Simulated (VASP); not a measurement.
Here is the system:

```
BP
1.0
    3.18134     0.00000     0.00000
   -1.59067     2.75512     0.00000
    0.00000     0.00000     5.27433
B P
2 2
Direct
  0.66667   0.33333   0.50037
  0.33333   0.66667   0.00037
  0.66667   0.33333   0.87463
  0.33333   0.66667   0.37463
```

These are PBEsol GGA, VASP's PBE PAW potentials (set 64) (plane waves; VASP) values and carry that method's errors. Numerical set-up: 520 eV cut-off, Gaussian smearing of 0.050 eV, potentials B P.

**Question.** Give the energies of bands 3 to 11 at the high-symmetry points, in eV from the valence-band maximum.

**Answer.** 
```json
[
 {"band": "3", "Γ": "-9.50", "M": "-8.67", "K": "-7.66", "A": "-5.32", "L": "-9.15", "H": "-8.80"},
 {"band": "4", "Γ": "-2.15", "M": "-7.33", "K": "-7.42", "A": "-5.32", "L": "-9.15", "H": "-8.80"},
 {"band": "5", "Γ": "-2.15", "M": "-6.53", "K": "-7.42", "A": "-1.31", "L": "-3.51", "H": "-6.62"},
 {"band": "6", "Γ": "-0.45", "M": "-4.43", "K": "-5.12", "A": "-1.31", "L": "-3.51", "H": "-6.62"},
 {"band": "7", "Γ": "0.00", "M": "-4.35", "K": "-5.12", "A": "-1.31", "L": "-3.38", "H": "-2.89"},
 {"band": "8", "Γ": "0.00", "M": "-2.10", "K": "-4.90", "A": "-1.31", "L": "-3.38", "H": "-2.89"},
 {"band": "9", "Γ": "2.68", "M": "1.04", "K": "0.83", "A": "3.66", "L": "2.07", "H": "3.09"},
 {"band": "10", "Γ": "2.68", "M": "3.67", "K": "7.36", "A": "3.66", "L": "2.07", "H": "3.09"},
 {"band": "11", "Γ": "3.17", "M": "4.41", "K": "7.36", "A": "4.11", "L": "2.60", "H": "4.76"}
]
```

The gap is indirect, 0.83 eV, from the valence maximum at Γ to the conduction minimum at K.

The structure comes from a computed database's BP entry (P6_3mc); how it stands against other phases isn't given here. It was relaxed first.
